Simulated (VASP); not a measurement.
Data:

```yaml
crystal:
  lattice:
    - [2.28000, -3.94908, 0.00000]
    - [2.28000, 3.94908, 0.00000]
    - [0.00000, 0.00000, 6.98000]
  atoms:
    - { symbol: Pb, position: [0.00000, 0.00000, 0.00000] }
    - { symbol: I, position: [0.33333, 0.66667, 0.26800] }
    - { symbol: I, position: [0.66667, 0.33333, 0.73200] }
```

Level of theory: PBE GGA, VASP's PBE PAW potentials (set 64) (plane waves; VASP). Settings: 400 eV cut-off, 6×6×4 Γ-centred mesh, tetrahedra with Blöchl corrections, potentials Pb_d I.

Unless said otherwise, spin-orbit coupling is left out, though it shifts the bands of the heavy elements here.

Estimate the energy per atom (σ→0), pressure, band gap (on the k-mesh) with the smallest direct gap where there is one.

- band gap (on the k-mesh): 2.20 eV
- smallest direct gap (on the k-mesh): 2.20 eV
- energy per atom (σ→0): -2.853 eV/atom
- pressure: 1.46 GPa

The compound is PbI2 in the 1T layered structure. The cell was not relaxed at this level. The run is one of a series of settings (ISMEAR = -5, SIGMA removed against the base run), some of them coarse on purpose.
